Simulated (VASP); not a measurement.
Space group Pm-3m (No. 221); a = b = c = 2.916 Å, α = β = γ = 90.00°

```tsv
atom	site	symmetry	x	y	z
Al	1b	m-3m	0.5000	0.5000	0.5000
Ni	1a	m-3m	0.0000	0.0000	0.0000
```

Method: RPBE GGA, VASP's PBE PAW potentials (set 64) (plane waves; VASP). Settings: 520 eV cut-off, 12×12×12 Γ-centred mesh, first-order Methfessel-Paxton smearing of 0.10 eV, potentials Al Ni.

### Question
Give the energy at these volumes per atom, relative to the lowest: 11.67, 12.04, 12.41, 12.78, 13.16 Å³.

### Answer
22.3, 5.1, 0.0, 5.2, 19.2 meV/atom. A third-order Birch-Murnaghan fit gives B0 = 148 GPa and B0′ = 4.4.

Measured: bulk modulus 156 GPa (computed value off by -4.8 %), as given by Yamada et al., (2019), arXiv:1910.09660; a 2.882 Å at 0 K (computed value off by +1.2 %), as given by H. Levämäki et al., Physical Review B (2014), arXiv:1402.3671 [extrapolated to 0 K, zero-point anharmonic expansion removed (Haas, Tran, Blaha 2009)]. The calculation is for a static lattice, while the measured bulk modulus holds thermal and zero-point effects, which are part of the difference.

The compound is NiAl in the CsCl type structure. It was relaxed first. The run is not spin-polarised, so no magnetic state was tried.
